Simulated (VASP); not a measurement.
Crystal: Bi.

```
CELL_PARAMETERS angstrom
2.26750 1.30914 3.93800
-2.26750 1.30914 3.93800
0.00000 -2.61828 3.93800
ATOMIC_POSITIONS crystal
Bi 0.23400 0.23400 0.23400
Bi 0.76600 0.76600 0.76600
```

| Quantity | Value |
| --- | --- |
| Program | VASP 6.6.1 |
| Task | relaxation of cell and atoms |
| Functional | PBE |
| Dispersion | D3(BJ) |
| Potentials or basis | VASP PAW PBE potentials, release 64 (Bi_d) |
| Cutoff | 600 eV |
| k mesh | 12 × 12 × 10 |
| Occupations | methfessel-paxton, width 0.1 eV |
| Spin | no spin polarisation |

At the start: pressure 0.1 GPa; volume 35.07 Å³/atom.

**Question.** How do energy, volume and symmetry change on relaxing?

**Answer.** Over 7 steps the energy falls by 4.0 meV/atom and the volume is 34.55 Å³/atom (-1.5 %); space group R-3m (No. 166, to 0.05 Å).

Step by step:
| step | energy change (eV) | largest force (eV/Å) | pressure (GPa) | volume (Å³) |
| --- | --- | --- | --- | --- |
| 1 | 0.0000 | 0.2259 | 0.07 | 70.14 |
| 2 | -0.0037 | 0.1211 | -0.25 | 70.30 |
| 3 | -0.0049 | 0.0353 | -0.46 | 70.44 |
| 4 | -0.0071 | 0.0315 | 0.06 | 69.35 |
| 5 | -0.0071 | 0.0298 | 0.03 | 69.31 |
| 6 | -0.0076 | 0.0191 | 0.05 | 69.25 |
| 7 | -0.0080 | 0.0064 | 0.02 | 69.10 |

Final structure:
```
Bi
1.0
     2.26427    1.30728    3.89081
    -2.26427    1.30728    3.89081
     0.00000   -2.61455    3.89081
Bi
2
Direct
  0.23732 0.23732 0.23732
  0.76268 0.76268 0.76268
```

Caveat: pairwise dispersion overbinds metals, which lowers pressure and volume.
